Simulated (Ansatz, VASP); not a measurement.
# TiSi in two plane-wave programs

Wanted: the spread between two codes on one cell, functional and k mesh. The cell is generated by rule, not measured, and may not be a known phase. The cell is taken from a series of runs on this material, whose earlier steps may have relaxed, scaled, displaced or heated it; both programs get it as it stands.

Method: plane waves, with VASP 6.6.1 beside it; single point at PBEsol, in Ansatz 0.2.0.

The structure was built from a prototype and need not be the compound's stable phase.

**1. Starting point**

Symmetry: I-42m, No. 121, tetragonal system. Conventional cell: a = 5.721 Å, b = 5.721 Å, c = 11.441 Å, α = 90.00°, β = 90.00°, γ = 90.00°. Nearest to Ti lie 4 Si at 2.53 Å. Nearest to Ti lie 4 Si at 2.54 to 2.65 Å. Nearest to Si lie 4 Ti at 2.53 to 2.65 Å. Farther neighbours are not listed.

**2. VASP: single point, PBEsol, pair 1**

With cell and atoms fixed, the geometry can't cause a difference; cores, projectors, grids and the points listed under the comparison can.

Lines of VASP's logs that name or quote its potential files are left out, and so is its time.

Contents of INCAR:

```
SYSTEM = TiSi
PREC = Accurate
ENCUT = 500
EDIFF = 1E-06
NELM = 120
ISMEAR = 0
SIGMA = 0.1
LREAL = .FALSE.
ALGO = Normal
GGA = PS
NBANDS = 40
LASPH = .TRUE.
LORBIT = 11
LWAVE = .FALSE.
LCHARG = .FALSE.
ISIF = 2
GGA_COMPAT = .FALSE.
KPAR = 2
```

Contents of POSCAR:

```
TiSi
1.0
    0.0000000000      0.0000000000     -5.7207352214
    5.7207352214      0.0000000000      0.0000000000
    2.8603676107     -5.7207352214     -2.8603676107
Ti Si
4 4
Direct
    0.5000000000      0.5000000000      0.0000000000
    0.0000000000      0.0000000000      0.0000000000
    0.1975591880      0.6975591880      0.6048816239
    0.8024408120      0.3024408120      0.3951183761
    0.5635871161      0.6864128839      0.2500000000
    0.1864128839      0.0635871161      0.2500000000
    0.4364128839      0.9364128839      0.7500000000
    0.8135871161      0.3135871161      0.7500000000
```

Contents of KPOINTS:

```
Automatic mesh
0
Gamma
8 8 8
0 0 0
```

Potentials, in the order of the species: Ti_sv and Si (PBE family, release 64).

Launch:

```bash
$ mpirun -np 2 vasp_std
```

Numbers of over 12 decimals in the logs are rounded to 6 here.

What it wrote:

```text
[banner, memory and clock lines left out]
running    2 mpi-ranks, on    1 nodes
 distrk:  each k-point on    1 cores,    2 groups
 distr:  one band on    1 cores,    1 groups

 POSCAR found type information on POSCAR TiSi
 POSCAR found :  2 types and       8 ions
|                                                                             |
|               ----> ADVICE to this user running VASP <----                  |
|                                                                             |
|     You enforced a specific xc type in the INCAR file but a different       |
|     [... a line on the potential file left out ...]
|     I HOPE YOU KNOW WHAT YOU ARE DOING!                                     |
|                                                                             |

 LDA part: xc-table for (Slater+PW92), standard interpolation
 POSCAR, INCAR and KPOINTS ok, starting setup
 FFT: planning ... GRIDC
 FFT: planning ... GRID_SOFT
 FFT: planning ... GRID
 WAVECAR not read
 entering main loop
       N       E                     dE             d eps       ncg     rms          rms(c)
DAV:   1     0.689095654044E+03    0.68910E+03   -0.29593E+04  4728   0.158E+03
DAV:   2     0.315197687929E+02   -0.65758E+03   -0.64327E+03  4744   0.486E+02
DAV:   3    -0.524012224375E+02   -0.83921E+02   -0.80600E+02  7728   0.150E+02
DAV:   4    -0.628747972090E+02   -0.10474E+02   -0.10359E+02  7336   0.451E+01
DAV:   5    -0.635701061065E+02   -0.69531E+00   -0.69441E+00  7160   0.109E+01    0.213E+01
DAV:   6    -0.553495492386E+02    0.82206E+01   -0.16028E+02  6864   0.592E+01    0.176E+01
DAV:   7    -0.547649810223E+02    0.58457E+00   -0.77740E+01  6616   0.392E+01    0.150E+01
DAV:   8    -0.519322770059E+02    0.28327E+01   -0.12091E+01  6752   0.166E+01    0.597E+00
DAV:   9    -0.515579095849E+02    0.37437E+00   -0.53695E+00  7112   0.985E+00    0.299E+00
DAV:  10    -0.515096615870E+02    0.48248E-01   -0.90906E-01  6632   0.447E+00    0.114E+00
DAV:  11    -0.515073330860E+02    0.23285E-02   -0.65840E-02  7032   0.131E+00    0.257E-01
DAV:  12    -0.515076076703E+02   -0.27458E-03   -0.72144E-03  7144   0.403E-01    0.145E-01
DAV:  13    -0.515076924127E+02   -0.84742E-04   -0.27304E-03  6632   0.255E-01    0.833E-02
DAV:  14    -0.515076037242E+02    0.88688E-04   -0.92672E-04  6616   0.143E-01    0.206E-02
DAV:  15    -0.515075992931E+02    0.44311E-05   -0.68139E-05  6600   0.361E-02    0.102E-02
DAV:  16    -0.515075989391E+02    0.35393E-06   -0.65848E-06  5704   0.115E-02
   1 F= -.51507599E+02 E0= -.51490993E+02  d E =-.332117E-01
```

OUTCAR, selected parts (step 2):

```text
ion  position               nearest neighbor table
   1  0.500  0.500  0.000-   5 2.53   6 2.53   7 2.53   8 2.53
   2  0.000  0.000  0.000-   5 2.53   6 2.53   7 2.53   8 2.53
   3  0.198  0.698  0.605-   5 2.54   6 2.54   8 2.65   7 2.65
   4  0.802  0.302  0.395-   8 2.54   7 2.54   5 2.65   6 2.65
   5  0.564  0.686  0.250-   1 2.53   2 2.53   3 2.54   4 2.65   6 3.05
   6  0.186  0.064  0.250-   1 2.53   2 2.53   3 2.54   4 2.65   5 3.05
   7  0.436  0.936  0.750-   1 2.53   2 2.53   4 2.54   3 2.65   8 3.05
   8  0.814  0.314  0.750-   1 2.53   2 2.53   4 2.54   3 2.65   7 3.05

  LATTYP: Found a body centered tetragonal cell.
 ALAT       =     5.7207352214
 C/A-ratio  =     2.0000000000

 Subroutine GETGRP returns: Found  8 space group operations
 (whereof  4 operations were pure point group operations)

The static configuration has the point symmetry D_2 .
 The point group associated with its full space group is D_2d.

 Found     59 irreducible k-points:

   k-points           NKPTS =     59   k-points in BZ     NKDIM =     59   number of bands    NBANDS=     40

   dimension x,y,z NGX =    42 NGY =   42 NGZ =   54
   dimension x,y,z NGXF=    84 NGYF=   84 NGZF=  108

   ENCUT  =  500.0 eV  36.75 Ry    6.06 a.u.  10.43 10.43 12.77*2*pi/ulx,y,z

   NELECT =      64.0000    total number of electrons

 k-points in reciprocal lattice and weights: Automatic mesh
   0.00000000  0.00000000  0.00000000       0.002
   0.12500000  0.00000000  0.00000000       0.016
   0.25000000  0.00000000  0.00000000       0.016
   0.37500000  0.00000000  0.00000000       0.016
   0.50000000  0.00000000  0.00000000       0.008
   0.12500000  0.12500000  0.00000000       0.016
   0.25000000  0.12500000  0.00000000       0.031
   0.37500000  0.12500000  0.00000000       0.031
   0.50000000  0.12500000 -0.00000000       0.031
[...]
-0.12500000 -0.12500000  0.37500000       0.008
   0.00000000  0.00000000  0.50000000       0.002

 average (electrostatic) potential at core
       1 -76.1555       2 -76.1555       3 -76.5188       4 -76.5188       5 -83.5954
       6 -83.5954       7 -83.5954       8 -83.5954

 E-fermi :   4.5062

 k-point     1 :       0.0000    0.0000    0.0000
  band No.  band energies     occupation
    ...
     29       3.9990      2.00000
     30       3.9990      2.00000
     31       4.1465      2.00000
     32       4.4131      1.81204
     33       4.4131      1.81204
     34       4.6233      0.09748
     35       5.1962      0.00000
     36       5.1962      0.00000
     37       5.2450      0.00000
     38       5.4077      0.00000
    ...

 k-point     2 :       0.1250    0.0000    0.0000
  band No.  band energies     occupation
    ...
     29       3.9202      2.00000
     30       4.0250      2.00000
     31       4.2862      1.99813
     32       4.3128      1.99376
     33       4.3812      1.92273
     34       4.8352      0.00000
     35       4.9866      0.00000
     36       5.2114      0.00000
     37       5.2600      0.00000
     38       5.4857      0.00000
    ...

 k-point     3 :       0.2500    0.0000    0.0000
  band No.  band energies     occupation
    ...
     29       3.8733      2.00000
     30       4.0344      2.00000
     31       4.2656      1.99933
     32       4.2952      1.99715
     33       4.5043      1.02102
     34       4.7994      0.00003
     35       5.1191      0.00000
     36       5.1904      0.00000
     37       5.2160      0.00000
     38       5.5157      0.00000
    ...

  Total       -9.0961685     -6.9701140     -9.0961685      0.0000000      0.0000000      0.0000000
  in kB      -77.8419200    -59.6478678    -77.8419200      0.0000000      0.0000000      0.0000000
  external PRESSURE =     -71.7772359 kB  Pullay stress =       0.0000000 kB

  energy-cutoff  :      500.00
  volume of cell :      187.22
      direct lattice vectors                 reciprocal lattice vectors
     0.000000000  0.000000000 -5.720735221     0.000000000  0.087401353 -0.174802707
     5.720735221  0.000000000  0.000000000     0.174802707  0.087401353  0.000000000
     2.860367611 -5.720735221 -2.860367611     0.000000000 -0.174802707  0.000000000

 POSITION                                       TOTAL-FORCE (eV/Angst)
 -----------------------------------------------------------------------------------
      2.86037      0.00000     -2.86037         0.000000     -0.000000      0.000000
      0.00000      0.00000      0.00000         0.000000     -0.000000      0.000000
      5.72074     -3.46037     -2.86037         0.000000     -0.364265     -0.000000
      2.86037     -2.26037     -5.72074        -0.000000      0.364265      0.000000
      4.64188     -1.43018     -3.93922         0.058526     -0.055531      0.058526
      1.07886     -1.43018     -1.78151        -0.058526     -0.055531     -0.058526
      7.50225     -4.29055     -4.64188         0.058526      0.055531     -0.058526
      3.93922     -4.29055     -6.79959        -0.058526      0.055531      0.058526
 -----------------------------------------------------------------------------------
    total drift:                                0.000004     -0.000002     -0.000004

  FREE ENERGIE OF THE ION-ELECTRON SYSTEM (eV)
  ---------------------------------------------------
  free  energy   TOTEN  =       -51.5075989391 eV

  energy  without entropy=      -51.4743872606  energy(sigma->0) =      -51.49099310

 total charge
# of ion       s       p       d       tot
------------------------------------------
    1        2.198   6.087   1.906  10.192
    2        2.198   6.087   1.906  10.192
    3        2.183   6.062   1.870  10.115
    4        2.183   6.062   1.870  10.115
    5        0.817   0.864   0.000   1.681
    6        0.817   0.864   0.000   1.681
    7        0.817   0.864   0.000   1.681
    8        0.817   0.864   0.000   1.681
--------------------------------------------------
tot         12.028  27.756   7.552  47.337

[... 3 further parts left out ...]
```

The run ends at a pressure of -7.18 GPa, with forces up to 0.36 eV/Å.

**3. Ansatz: single point, PBEsol, pair 1**

Ansatz runs on its default PAW (the set named soft_2) files.

The same cell, functional, mesh and smearing now go to Ansatz, which takes its cutoff from its data sets.

Contents of input.yaml:

```yaml
crystal:
  lattice:
    - [0.0, 0.0, -5.7207352214]
    - [5.7207352214, 0.0, 0.0]
    - [2.8603676107, -5.7207352214, -2.8603676107]
  atoms:
    - { symbol: Ti, position: [0.5, 0.5, 0.0] }
    - { symbol: Ti, position: [0.0, 0.0, 0.0] }
    - { symbol: Ti, position: [0.197559188, 0.697559188, 0.6048816239] }
    - { symbol: Ti, position: [0.802440812, 0.302440812, 0.3951183761] }
    - { symbol: Si, position: [0.5635871161, 0.6864128839, 0.25] }
    - { symbol: Si, position: [0.1864128839, 0.0635871161, 0.25] }
    - { symbol: Si, position: [0.4364128839, 0.9364128839, 0.75] }
    - { symbol: Si, position: [0.8135871161, 0.3135871161, 0.75] }
kpoints:
  mp_grid: { grid: [8, 8, 8] }
hamiltonian:
  xc: pbesol
scf:
  occupations: { method: gaussian, width: 0.1 }
output:
  forces: true
  stress: true
  eigenvalues: true
```

Launch:

```bash
$ ansatz run input.yaml --threads 4 --pin off --max-ram 7168MiB --backend cpu --events-out ev --progress --plain --runs-dir out
```

What it wrote:

```text
Engine: ansatz 0.2.0, aarch64-unknown-linux-gnu
Pseudopotentials: kind: paw
Pseudopotential: Ti, paw, valence charge 12, recommended cutoff 420 eV (normal), Ti.paw.azcp
Pseudopotential: Si, paw, valence charge 4, recommended cutoff 420 eV (normal), Si.paw.azcp
Functional definition: PBEsol
  exchange = pbesol_x
  correlation = pbesol_c
Crystal: 8 atoms, lattice volume = 187.221 Å³
Basis set: ecut = 420 eV, 3739 PW (Γ), exchange–correlation on 80×80×96 points (8 copies of the dense FFT grid, shifted against one another)
Bands: 40, of which v1, the nominal top of the filled ones, is band 32 counted from 1 (31 counted from 0)
Symmetry: 8 space group operations
Space group: I-42m (ITA 121), of the structure as read, at distance tolerance 5.7e-5 Å
k-points: 59 of 512 (time reversal used)
Non-local potential: Ti, projectors of the file, l = 0: 3, l = 1: 2, l = 2: 3, l = 3: 1
Non-local potential: Si, projectors of the file, l = 0: 2, l = 1: 2, l = 2: 2
PAW form: soft (Blöchl's): semilocal exchange-correlation on the pseudo side does not see the compensation charge
PAW frozen core: Ti, regenerated for the run's functional, and the local potential with it (the file was generated under x = pbe(κ = 0.804, μ = 0.219515), c = pbe(β = 0.066725))
PAW frozen core: Si, regenerated for the run's functional, and the local potential with it (the file was generated under x = pbe(κ = 0.804, μ = 0.219515), c = pbe(β = 0.066725))
PAW one-centre angular grid: Ti, 590 points (default); XC on 64 Gauss nodes
PAW one-centre angular grid: Si, 110 points (default); XC on 64 Gauss nodes
Initial density: superposition of atomic densities (neutral atoms: chi_scale 0, normalization atom), corrected by the library's trained network
Initial wavefunctions: pseudopotential atomic-orbital guess
Functional: x = pbesol(κ = 0.804, μ = 0.123457), c = pbesol(β = 0.046)
SCF iter   1: F=—  HF=-12376.730301 eV  |F-HF|=—  |Δ(HF+E_count)|=         —  Δρ=7.58e-3  dr2=1.21e-1  ethr=1.77e-3  ⟨swp⟩=6.1  Hψ=9955  notcnv=0
preconditioner: auto → Kerker (q_TF=auto, 2.281 Å⁻¹)  [metal: Δε(μ)=0.017 eV  Ē_g=3.534 eV  σ=0.100 eV  W_gap=0.09  n_scr=36 (ndim 8)  ℏωp=15.4 eV  f_vac=0.000  D(μ)=6.06/eV (n_scr^D=36)]
SCF iter   2: F=—  HF=-12376.721114 eV  |F-HF|=—  |Δ(HF+E_count)|=   9.19e-3  Δρ=3.36e-3  dr2=1.84e-2  ethr=1.89e-4  ⟨swp⟩=2.0  Hψ=3148  notcnv=0  defer=67
SCF iter   3: F=—  HF=-12376.720433 eV  |F-HF|=—  |Δ(HF+E_count)|=   6.81e-4  Δρ=1.06e-3  dr2=2.83e-3  ethr=2.87e-5  ⟨swp⟩=1.9  Hψ=2396  notcnv=0  defer=67
SCF iter   4: F=—  HF=-12376.720264 eV  |F-HF|=—  |Δ(HF+E_count)|=   1.69e-4  Δρ=4.21e-4  dr2=6.74e-4  ethr=4.43e-6  ⟨swp⟩=2.0  Hψ=2690  notcnv=0  defer=67
SCF iter   5: F=—  HF=-12376.720159 eV  |F-HF|=—  |Δ(HF+E_count)|=   1.05e-4  Δρ=1.62e-4  dr2=1.16e-4  ethr=1.05e-6  ⟨swp⟩=2.0  Hψ=3004  notcnv=0  defer=67
SCF iter   6: F=—  HF=-12376.720139 eV  |F-HF|=—  |Δ(HF+E_count)|=   1.94e-5  Δρ=4.36e-5  dr2=7.35e-6  ethr=1.81e-7  ⟨swp⟩=2.0  Hψ=2979  notcnv=0  defer=67
SCF iter   7: F=—  HF=-12376.720171 eV  |F-HF|=—  |Δ(HF+E_count)|=   3.15e-5  Δρ=1.42e-5  dr2=4.75e-7  ethr=1.15e-8  ⟨swp⟩=2.0  Hψ=3013  notcnv=0  defer=72
SCF iter   8: F=-12376.720171 eV  HF=-12376.720171 eV  |F-HF|=7.93e-9  |Δ(HF+E_count)|=   2.69e-8  Δρ=4.33e-6  dr2=4.10e-8  ethr=1.56e-10  ⟨swp⟩=10.1  Hψ=9163  notcnv=0
SCF 1 converged in 8 iterations: F = -12376.720171 eV  dr2 = 4.10e-8
  greatest PAW one-centre occupation: 0.999 electrons in one spin orbital (limit 2), on the Ti atom at site 2 (counted from 0), in its partial waves of l = 0
SCF converged after 8 iterations
Free energy (F): -12376.720171 eV
Harris-Foulkes:  -12376.720171 eV  (|F-HF|=7.93e-9)
Internal energy: -12376.687124 eV  (E = F + TS)
E sigma→0 (E₀):  -12376.703648 eV
Entropy (-TS):   -0.033047 eV (-4.131 meV/atom)
Fermi energy:    6.532678 eV
--- Per-component energies (eV) ---
  E_band       = -919.256894
  E_kinetic    = 1230.074823
  E_local      = -4985.196968  (includes V_loc(G=0)·N_el)
  E_nonlocal   = 147.544368
  E_hartree    = 2019.282660
  E_xc         = -595.000465
  E_vxc        = -659.119598  (∫ρ·V_xc dr)
  E_paw        = -6085.118384  (= ΣΔE_a)
  E_vpaw       = -691.119401  (= ΣTr[D̂ρ^β])
  E_aug_tail   = 0.000492  (compensation charges beyond the density's cutoff)
  E_ewald      = -4108.957430
  E_core_change = 0.683780  (= ΣΔE_core)
  E_smearing   = -0.033047  (= −TS)
  E_closure    = 0.000000  (closes the sum)
  Σ components = -12376.720171   (vs F -12376.720171, Δ=0.00e0)
--- Forces (eV/Å), atoms counted from 1 ---
  atom   1  Ti     0.00000000     0.00000000     0.00000000
  atom   2  Ti     0.00000000     0.00000000     0.00000000
  atom   3  Ti     0.00000000    -0.35831712     0.00000000
  atom   4  Ti    -0.00000000     0.35831712    -0.00000000
  atom   5  Si     0.05529330    -0.05363019     0.05529330
  atom   6  Si    -0.05529330    -0.05363019    -0.05529330
  atom   7  Si     0.05529330     0.05363019    -0.05529330
  atom   8  Si    -0.05529330     0.05363019     0.05529330
  max |Σ_I F_I| component: 4.86e-17 eV/Å
--- Stress (GPa, compression-positive) ---
       -7.825507       0.000000       0.000000
        0.000000      -6.001707       0.000000
        0.000000       0.000000      -7.825507
  P = ⅓ Tr σ = -7.2176 GPa (-72.176 kbar)
--- Band table (eV; the first three rows and the last of 59) ---
  k-point 0: bands = [... 28 lower, 6.0248, 6.0248, 6.1727, 6.4387, 6.4387, 6.6472, 7.2222, 7.2222, ... 4 higher]
  k-point 1: bands = [... 28 lower, 5.9814, 5.9814, 6.2584, 6.4371, 6.4371, 6.7339, 7.2195, 7.2195, ... 4 higher]
  k-point 2: bands = [... 28 lower, 5.8580, 5.8939, 6.4470, 6.4470, 6.4758, 6.8776, 7.2201, 7.2201, ... 4 higher]
  k-point 58: bands = [... 28 lower, 5.7673, 6.0670, 6.2365, 6.2365, 7.1115, 7.2109, 7.2583, 7.2583, ... 4 higher]
```

The run ends at a pressure of -7.22 GPa, with forces up to 0.36 eV/Å.

**4. Differences**

Known differences besides the potentials themselves: the cutoff is 420 eV in Ansatz and 500 eV in VASP; Ansatz makes its cores anew for this functional, VASP keeps those of its PBE data sets. Total energies have different zeros and are not compared.

Compared:

```csv
quantity,Ansatz,VASP,difference
pressure (GPa),-7.22,-7.18,-0.04
```

Forces (eV/Å; atoms numbered as in POSCAR):

```csv
atom,"Ansatz x, y, z","VASP x, y, z"
Ti1,"0.000, 0.000, 0.000","0.000, 0.000, 0.000"
Ti2,"0.000, 0.000, 0.000","0.000, 0.000, 0.000"
Ti3,"0.000, -0.358, 0.000","0.000, -0.364, 0.000"
Ti4,"0.000, 0.358, 0.000","0.000, 0.364, 0.000"
Si5,"0.055, -0.054, 0.055","0.059, -0.056, 0.059"
Si6,"-0.055, -0.054, -0.055","-0.059, -0.056, -0.059"
Si7,"0.055, 0.054, -0.055","0.059, 0.056, -0.059"
Si8,"-0.055, 0.054, 0.055","-0.059, 0.056, 0.059"
```

The forces differ by 2.6 meV/Å r.m.s., which is 2.4 % of the r.m.s. force of 0.113 eV/Å (both taken over all components).

**5. Ansatz: single point, PBEsol, pair 2**

A single point gives forces, pressure and levels at one fixed geometry, so differences don't come from the geometry; what else differs is listed under the comparison.

The cell is taken from a series of runs on this material, whose earlier steps may have relaxed, scaled, displaced or heated it; both programs get it as it stands.

input.yaml, the sections that differ from step 3:

```yaml
crystal:
  lattice:
    - [0.0, 0.0, -5.7207352214]
    - [5.7207352214, 0.0, 0.0]
    - [2.8603676107, -5.7207352214, -2.8603676107]
  atoms:
    - { symbol: Ti, position: [0.512391117, 0.487608883, 0.0] }
    - { symbol: Ti, position: [-0.012391117, 0.012391117, 0.0] }
    - { symbol: Ti, position: [0.262391117, 0.762391117, 0.5] }
    - { symbol: Ti, position: [0.737608883, 0.237608883, 0.5] }
    - { symbol: Si, position: [0.625, 0.625, 0.25] }
    - { symbol: Si, position: [0.125, 0.125, 0.25] }
    - { symbol: Si, position: [0.3627638105, 0.8627638105, 0.7744723789] }
    - { symbol: Si, position: [0.8872361895, 0.3872361895, 0.7255276211] }
# kpoints, hamiltonian, scf, output: as in step 3
```

What it wrote:

```text
[...]
Crystal: 8 atoms, lattice volume = 187.221 Å³
Basis set: ecut = 420 eV, 3739 PW (Γ), exchange–correlation on 80×80×96 points (8 copies of the dense FFT grid, shifted against one another)
Bands: 40, of which v1, the nominal top of the filled ones, is band 32 counted from 1 (31 counted from 0)
Symmetry: 8 space group operations
[...]
k-points: 59 of 512 (time reversal used)
[...]
k-point 0: bands = [... 28 lower, 5.8520, 5.8800, 6.0848, 6.0848, 6.1708, 6.3355, 6.3495, 7.2144, ... 4 higher]
  k-point 1: bands = [... 28 lower, 5.8819, 5.9058, 6.0279, 6.0279, 6.1686, 6.3237, 6.3478, 7.1751, ... 4 higher]
  k-point 2: bands = [... 28 lower, 5.9342, 5.9342, 5.9584, 5.9747, 6.1819, 6.2905, 6.3603, 7.0388, ... 4 higher]
  k-point 58: bands = [... 28 lower, 5.4654, 5.5476, 5.5476, 5.5785, 7.1686, 7.1686, 7.1948, 7.2932, ... 4 higher]
[key lines of the parts left out:]
SCF converged after 8 iterations
Free energy (F): -12376.207728 eV
Fermi energy:    6.189474 eV
P = ⅓ Tr σ = -0.4557 GPa (-4.557 kbar)
```

The run ends at a pressure of -0.46 GPa, with forces up to 0.17 eV/Å.

(Part 1 of 2 ends here.)

[Lines on the potential files, build, host, timing and source positions are cut from VASP's logs without a mark.]

[Logs are printed without paths, hosts, clocks, repeated set-up lines and the standing remarks that a program may print on its own settings, such as how far it seeks lower states.]

[Hosts, paths, dates, database ids (printed as entryN), source tags and the programs' standing remarks are cut or masked in the printed files.]
